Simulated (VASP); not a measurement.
Output of a VASP run:

**OSZICAR**
```
...
DAV:   8    -0.767012514243E+02   -0.12546E-04   -0.18663E-05  1608   0.401E-02    0.318E-03
DAV:   9    -0.767012596609E+02   -0.82366E-05   -0.69809E-06  1676   0.284E-02    0.932E-04
DAV:  10    -0.767012621821E+02   -0.25212E-05   -0.15612E-06  1308   0.118E-02    0.780E-04
DAV:  11    -0.767012623567E+02   -0.17458E-06   -0.23028E-07  1072   0.468E-03    0.344E-04
DAV:  12    -0.767012624375E+02   -0.80884E-07   -0.64373E-08   804   0.251E-03
   2 F= -.76701262E+02 E0= -.76701262E+02  d E =-.111812E-01
       N       E                     dE             d eps       ncg     rms          rms(c)
DAV:   1    -0.767028407291E+02   -0.15784E-02   -0.50959E-01  1344   0.597E+00    0.354E-01
DAV:   2    -0.767028673053E+02   -0.26576E-04   -0.17495E-02  1424   0.119E+00    0.226E-01
DAV:   3    -0.767023673670E+02    0.49994E-03   -0.25444E-03  1496   0.448E-01    0.687E-02
DAV:   4    -0.767025942342E+02   -0.22687E-03   -0.52202E-04  1628   0.239E-01    0.152E-02
DAV:   5    -0.767026284991E+02   -0.34265E-04   -0.64010E-05  1492   0.889E-02    0.113E-02
DAV:   6    -0.767026096864E+02    0.18813E-04   -0.22572E-05  1480   0.395E-02    0.278E-03
DAV:   7    -0.767026277265E+02   -0.18040E-04   -0.18905E-05  1544   0.376E-02    0.244E-03
DAV:   8    -0.767026310167E+02   -0.32902E-05   -0.16847E-06  1288   0.106E-02    0.110E-03
DAV:   9    -0.767026310440E+02   -0.27306E-07   -0.17395E-07   908   0.479E-03
   3 F= -.76702631E+02 E0= -.76702631E+02  d E =-.125498E-01
       N       E                     dE             d eps       ncg     rms          rms(c)
DAV:   1    -0.767026282107E+02    0.28060E-05   -0.18357E-03  1356   0.358E-01    0.212E-02
DAV:   2    -0.767026280332E+02    0.17745E-06   -0.62371E-05  1448   0.710E-02    0.136E-02
DAV:   3    -0.767026260840E+02    0.19492E-05   -0.90122E-06  1512   0.266E-02    0.386E-03
DAV:   4    -0.767026269289E+02   -0.84484E-06   -0.18156E-06  1568   0.141E-02    0.885E-04
DAV:   5    -0.767026270943E+02   -0.16540E-06   -0.22586E-07   988   0.559E-03    0.644E-04
DAV:   6    -0.767026270109E+02    0.83322E-07   -0.88039E-08   732   0.262E-03
   4 F= -.76702627E+02 E0= -.76702627E+02  d E =-.125458E-01
       N       E                     dE             d eps       ncg     rms          rms(c)
DAV:   1    -0.767028488694E+02   -0.22178E-03   -0.40823E-02  1360   0.197E+00    0.123E-01
DAV:   2    -0.767028038392E+02    0.45030E-04   -0.17980E-03  1488   0.346E-01    0.715E-02
DAV:   3    -0.767027914787E+02    0.12361E-04   -0.20823E-04  1796   0.133E-01    0.261E-02
DAV:   4    -0.767027931371E+02   -0.16584E-05   -0.58929E-05  1616   0.727E-02    0.571E-03
DAV:   5    -0.767027940609E+02   -0.92375E-06   -0.46949E-06  1584   0.227E-02    0.285E-03
DAV:   6    -0.767027940912E+02   -0.30353E-07   -0.74936E-07  1304   0.865E-03
   5 F= -.76702794E+02 E0= -.76702794E+02  d E =-.167080E-03
       N       E                     dE             d eps       ncg     rms          rms(c)
DAV:   1    -0.767028055666E+02   -0.11506E-04   -0.29900E-03  1372   0.535E-01    0.333E-02
DAV:   2    -0.767028019287E+02    0.36379E-05   -0.13142E-04  1504   0.928E-02    0.193E-02
DAV:   3    -0.767028008960E+02    0.10327E-05   -0.16030E-05  1816   0.361E-02    0.769E-03
DAV:   4    -0.767028007383E+02    0.15769E-06   -0.48447E-06  1636   0.201E-02    0.163E-03
DAV:   5    -0.767028008003E+02   -0.61961E-07   -0.32002E-07  1248   0.594E-03
   6 F= -.76702801E+02 E0= -.76702801E+02  d E =-.173789E-03
```

OUTCAR:
```
------------------------ aborting loop because EDIFF is reached ----------------------------------------
  FORCE on cell =-STRESS in cart. coord.  units (eV):
  Direction    XX          YY          ZZ          XY          YZ          ZX
  --------------------------------------------------------------------------------------
  Total        5.9377459      5.9377459      5.9072250      0.0000000      0.0000000      0.0000000
  in kB      159.1303406    159.1303406    158.3123868      0.0000000      0.0000000      0.0000000
  external PRESSURE =     158.8576893 kB  Pullay stress =       0.0000000 kB
  volume of cell :       59.78
      direct lattice vectors                 reciprocal lattice vectors
     4.512564123 -0.000000000  0.000000000     0.221603499 -0.000000000  0.000000000
     0.000000000  4.512564123  0.000000000     0.000000000  0.221603499  0.000000000
     0.000000000  0.000000000  2.935840274     0.000000000  0.000000000  0.340617985
 POSITION                                       TOTAL-FORCE (eV/Angst)
 -----------------------------------------------------------------------------------
      0.00000      4.51256      0.00000        -0.000000     -0.000000      0.000000
      2.25628      2.25628      1.46792        -0.000000     -0.000000      0.000000
      1.36618      1.36618      0.00000         0.003748      0.003748     -0.000000
      3.62246      0.89010      1.46792         0.003748     -0.003748      0.000000
      0.89010      3.62246      1.46792        -0.003748      0.003748     -0.000000
      3.14638      3.14638      0.00000        -0.003748     -0.003748      0.000000
 -----------------------------------------------------------------------------------
    total drift:                                0.000000      0.000000      0.000000
  FREE ENERGIE OF THE ION-ELECTRON SYSTEM (eV)
  ---------------------------------------------------
  free  energy   TOTEN  =       -76.7028008003 eV

  energy  without entropy=      -76.7028008003  energy(sigma->0) =      -76.70280080

 reached required accuracy - stopping structural energy minimisation
```
(Selected blocks of OUTCAR.)

### POSCAR
```
TiO2
1
    4.5306032302     0.0000000000     0.0000000000
    0.0000000000     4.5306032302     0.0000000000
    0.0000000000     0.0000000000     2.9125080595
Ti O
2 4
Direct
  0.0000000000   0.0000000000   0.0000000000
  0.5000000000   0.5000000000   0.5000000000
  0.3043559983   0.3043559983   0.0000000000
  0.8043559983   0.1956440017   0.5000000000
  0.1956440017   0.8043559983   0.5000000000
  0.6956440017   0.6956440017   0.0000000000
```

Q: Reconstruct the remaining input files.

A: One answer among several that fit: the input of the run itself, TPSS meta-GGA, plane waves, VASP's PBE PAW potentials (set 64).

File KPOINTS:
```
Automatic mesh
0
Gamma
5 5 7
0 0 0
```

INCAR:
```
SYSTEM = TiO2
PREC = Accurate; ENCUT = 520; LREAL = .FALSE.
LASPH = .TRUE.
EDIFF = 1E-7; NELM = 100; ALGO = Normal
LMAXMIX = 4; LMIXTAU = .TRUE.
ISMEAR = 0; SIGMA = 0.05
METAGGA = TPSS
IBRION = 2; NSW = 30; ISIF = 4
EDIFFG = -0.01
LWAVE = .FALSE.; LCHARG = .FALSE.
```

POTCAR, in this order: Ti_sv O (PBE.64 set). Program: vasp_std.

The compound is TiO2 in the rutile structure. This cell is one point of a volume scan, at 0.94 of the reference volume. Symmetry was kept, so distortions that lower it aren't found.
